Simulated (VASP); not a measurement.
Input:

```yaml
crystal:
  lattice:
    - [0.00000, 2.49939, 2.49939]
    - [2.49939, 0.00000, 2.49939]
    - [2.49939, 2.49939, 0.00000]
  atoms:
    - { symbol: Hf, position: [0.00000, 0.00000, 0.00000] }
    - { symbol: O, position: [0.25000, 0.25000, 0.25000] }
    - { symbol: O, position: [0.75000, 0.75000, 0.75000] }
```

All values below come from PBE GGA with D3 dispersion (zero damping), VASP's PBE PAW potentials (set 64) (plane waves; VASP 6.6.1). Run with 520 eV cut-off, 8×8×8 Γ-centred mesh, Gaussian smearing of 0.050 eV, potentials Hf_pv O.

Unless said otherwise, spin-orbit coupling is left out, though it shifts the bands of the heavy elements here.

### Question
What does the run give for the energy per atom (σ→0), pressure, band gap (on the k-mesh) with the smallest direct gap where there is one?

### Answer

```yaml
band gap (on the k-mesh): 3.92 eV
smallest direct gap (on the k-mesh): 3.92 eV
energy per atom (σ→0): -989.9 kJ/mol-atom
pressure: 84.0 kbar
```

The compound is HfO2 in the fluorite structure, the high-temperature cubic form, which is unstable at 0 K; the monoclinic form is the stable one. This cell is one point of a volume scan, at 0.97 of the reference volume.
